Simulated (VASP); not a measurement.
Output of a VASP run:

### OSZICAR
```
...
       N       E                     dE             d eps       ncg     rms          rms(c)
DAV:   1    -0.264559353115E+03   -0.53773E-02   -0.40764E-01   352   0.111E+00    0.278E-01
RMM:   2    -0.264561874933E+03   -0.25218E-02   -0.29298E-02   320   0.315E-01    0.831E-02
RMM:   3    -0.264562248067E+03   -0.37313E-03   -0.42493E-03   327   0.130E-01    0.469E-02
RMM:   4    -0.264562267370E+03   -0.19303E-04   -0.71676E-04   336   0.544E-02    0.247E-02
RMM:   5    -0.264562275339E+03   -0.79686E-05   -0.15078E-04   317   0.251E-02    0.835E-03
RMM:   6    -0.264562278369E+03   -0.30299E-05   -0.39355E-05   233   0.119E-02
   3 F= -.26456228E+03 E0= -.26452397E+03  d E =-.470235E-01
       N       E                     dE             d eps       ncg     rms          rms(c)
DAV:   1    -0.264567930606E+03   -0.56553E-02   -0.13725E-01   352   0.692E-01    0.154E-01
RMM:   2    -0.264568670426E+03   -0.73982E-03   -0.96030E-03   320   0.181E-01    0.486E-02
RMM:   3    -0.264568824058E+03   -0.15363E-03   -0.16669E-03   339   0.769E-02    0.330E-02
RMM:   4    -0.264568820451E+03    0.36068E-05   -0.20389E-04   322   0.300E-02    0.147E-02
RMM:   5    -0.264568824978E+03   -0.45269E-05   -0.62194E-05   275   0.154E-02
   4 F= -.26456882E+03 E0= -.26453049E+03  d E =-.654661E-02
       N       E                     dE             d eps       ncg     rms          rms(c)
DAV:   1    -0.264570432389E+03   -0.16119E-02   -0.11253E-01   336   0.626E-01    0.142E-01
RMM:   2    -0.264571066651E+03   -0.63426E-03   -0.81262E-03   320   0.166E-01    0.448E-02
RMM:   3    -0.264571199690E+03   -0.13304E-03   -0.14258E-03   343   0.708E-02    0.314E-02
RMM:   4    -0.264571195468E+03    0.42222E-05   -0.17181E-04   321   0.274E-02    0.138E-02
RMM:   5    -0.264571199704E+03   -0.42363E-05   -0.54677E-05   261   0.143E-02
   5 F= -.26457120E+03 E0= -.26453285E+03  d E =-.892134E-02
       N       E                     dE             d eps       ncg     rms          rms(c)
DAV:   1    -0.264571227076E+03   -0.31608E-04   -0.37632E-03   376   0.115E-01    0.277E-02
RMM:   2    -0.264571252617E+03   -0.25541E-04   -0.30941E-04   320   0.325E-02    0.887E-03
RMM:   3    -0.264571257645E+03   -0.50284E-05   -0.51329E-05   244   0.139E-02    0.633E-03
RMM:   4    -0.264571257788E+03   -0.14310E-06   -0.69856E-06   180   0.547E-03
   6 F= -.26457126E+03 E0= -.26453290E+03  d E =-.897942E-02
       N       E                     dE             d eps       ncg     rms          rms(c)
DAV:   1    -0.264572497388E+03   -0.12397E-02   -0.48235E-02   336   0.410E-01    0.844E-02
RMM:   2    -0.264572760261E+03   -0.26287E-03   -0.32850E-03   320   0.107E-01    0.274E-02
RMM:   3    -0.264572811553E+03   -0.51292E-04   -0.55015E-04   341   0.446E-02    0.177E-02
RMM:   4    -0.264572810822E+03    0.73088E-06   -0.67492E-05   280   0.172E-02
   7 F= -.26457281E+03 E0= -.26453447E+03  d E =-.155303E-02
       N       E                     dE             d eps       ncg     rms          rms(c)
DAV:   1    -0.264572964390E+03   -0.15284E-03   -0.26608E-02   352   0.305E-01    0.627E-02
RMM:   2    -0.264573111969E+03   -0.14758E-03   -0.18447E-03   320   0.803E-02    0.210E-02
RMM:   3    -0.264573144019E+03   -0.32050E-04   -0.32704E-04   343   0.341E-02    0.141E-02
RMM:   4    -0.264573144161E+03   -0.14166E-06   -0.39377E-05   231   0.131E-02
   8 F= -.26457314E+03 E0= -.26453482E+03  d E =-.188637E-02
```

### OUTCAR
```
------------------------ aborting loop because EDIFF is reached ----------------------------------------
  FORCE on cell =-STRESS in cart. coord.  units (eV):
  Direction    XX          YY          ZZ          XY          YZ          ZX
  --------------------------------------------------------------------------------------
  Total      -16.3279210    -16.3097565    -16.2796748     -0.5072964     -0.3812935      0.0219709
  in kB      -17.1014945    -17.0824695    -17.0509626     -0.5313308     -0.3993582      0.0230118
  external PRESSURE =     -17.0783089 kB  Pullay stress =       0.0000000 kB
  volume of cell :     1529.70
      direct lattice vectors                 reciprocal lattice vectors
    11.522210421  0.000000000  0.000000000     0.086788903  0.000000000  0.000000000
     0.000000000 11.522210421  0.000000000     0.000000000  0.086788903  0.000000000
     0.000000000  0.000000000 11.522210421     0.000000000  0.000000000  0.086788903
  FREE ENERGIE OF THE ION-ELECTRON SYSTEM (eV)
  ---------------------------------------------------
  free  energy   TOTEN  =      -264.5731441605 eV

  energy  without entropy=     -264.4964868923  energy(sigma->0) =     -264.53481553

 reached required accuracy - stopping structural energy minimisation
```
(Selected blocks of OUTCAR.)

**POSCAR**
```
Ga32As31P
1
   11.5222104212    -0.0000000000    -0.0000000000
   -0.0000000000    11.5222104212     0.0000000000
    0.0000000000     0.0000000000    11.5222104212
Ga As P
32 31 1
Direct
  0.5000000000   0.0000000000   0.0000000000
  0.7500000000   0.2500000000   0.0000000000
  0.7500000000   0.0000000000   0.2500000000
  0.0000000000   0.0000000000   0.0000000000
  0.2500000000   0.2500000000   0.0000000000
  0.5000000000   0.5000000000   0.0000000000
  0.7500000000   0.7500000000   0.0000000000
  0.2500000000   0.0000000000   0.2500000000
  0.5017910000   0.2543520000   0.2512100000
  0.7456170000   0.4962150000   0.2506040000
  0.5000000000   0.0000000000   0.5000000000
  0.7462370000   0.2480720000   0.4963340000
  0.7500000000   0.0000000000   0.7500000000
  0.0000000000   0.5000000000   0.0000000000
  0.2500000000   0.7500000000   0.0000000000
  0.0000000000   0.2500000000   0.2500000000
  0.2500000000   0.5000000000   0.2500000000
  0.5000000000   0.7500000000   0.2500000000
  0.0000000000   0.0000000000   0.5000000000
  0.2500000000   0.2500000000   0.5000000000
  0.4981490000   0.5003530000   0.4965860000
  0.7500000000   0.7500000000   0.5000000000
  0.2500000000   0.0000000000   0.7500000000
  0.5000000000   0.2500000000   0.7500000000
  0.7500000000   0.5000000000   0.7500000000
  0.0000000000   0.7500000000   0.2500000000
  0.0000000000   0.5000000000   0.5000000000
  0.2500000000   0.7500000000   0.5000000000
  0.0000000000   0.2500000000   0.7500000000
  0.2500000000   0.5000000000   0.7500000000
  0.5000000000   0.7500000000   0.7500000000
  0.0000000000   0.7500000000   0.7500000000
  0.6250000000   0.1250000000   0.1250000000
  0.8750000000   0.3750000000   0.1250000000
  0.8750000000   0.1250000000   0.3750000000
  0.1250000000   0.1250000000   0.1250000000
  0.3750000000   0.3750000000   0.1250000000
  0.6250000000   0.6250000000   0.1250000000
  0.8750000000   0.8750000000   0.1250000000
  0.3750000000   0.1250000000   0.3750000000
  0.8750000000   0.6250000000   0.3750000000
  0.6250000000   0.1250000000   0.6250000000
  0.8750000000   0.3750000000   0.6250000000
  0.8750000000   0.1250000000   0.8750000000
  0.1250000000   0.6250000000   0.1250000000
  0.3750000000   0.8750000000   0.1250000000
  0.1250000000   0.3750000000   0.3750000000
  0.3750000000   0.6250000000   0.3750000000
  0.6250000000   0.8750000000   0.3750000000
  0.1250000000   0.1250000000   0.6250000000
  0.3750000000   0.3750000000   0.6250000000
  0.6250000000   0.6250000000   0.6250000000
  0.8750000000   0.8750000000   0.6250000000
  0.3750000000   0.1250000000   0.8750000000
  0.6250000000   0.3750000000   0.8750000000
  0.8750000000   0.6250000000   0.8750000000
  0.1250000000   0.8750000000   0.3750000000
  0.1250000000   0.6250000000   0.6250000000
  0.3750000000   0.8750000000   0.6250000000
  0.1250000000   0.3750000000   0.8750000000
  0.3750000000   0.6250000000   0.8750000000
  0.6250000000   0.8750000000   0.8750000000
  0.1250000000   0.8750000000   0.8750000000
  0.6207370000   0.3718100000   0.3762860000
```

Q: Reconstruct the remaining input files.

A: Several could match; the one computed here: the input of the run itself, PBE GGA, plane waves, VASP's PBE PAW potentials (set 64).

### KPOINTS
```
Automatic mesh
0
Gamma
1 1 1
0 0 0
```

**INCAR**
```
! general
SYSTEM   =  Ga32As31P
PREC     =  Normal
ENCUT    =  400
LREAL    =  Auto
LASPH    =  T
ISYM     =  0
NELECT   =  254.0

! electronic loop
EDIFF    =  1E-5
NELM     =  100
NELMIN   =  4
ALGO     =  Fast
LMAXMIX  =  4

! smearing
ISMEAR   =  0
SIGMA    =  0.05

! functional
GGA      =  PE

! ions
IBRION   =  2
NSW      =  60
ISIF     =  2
EDIFFG   =  -0.03

! output
LWAVE    =  F
LCHARG   =  F
```

POTCAR, in this order: Ga As P (PBE.64 set). Program: vasp_gam.

The cell is charged, with a uniform compensating background. The supercell is sampled at Γ alone, which is coarse: total energies, pressure and levels can be off, energies of defects by several tenths of an eV.

The cell is a supercell with a defect, built from GaAs (zinc blende): P_As, charge +2. The run is not spin-polarised, so no state with unpaired spins was tried.
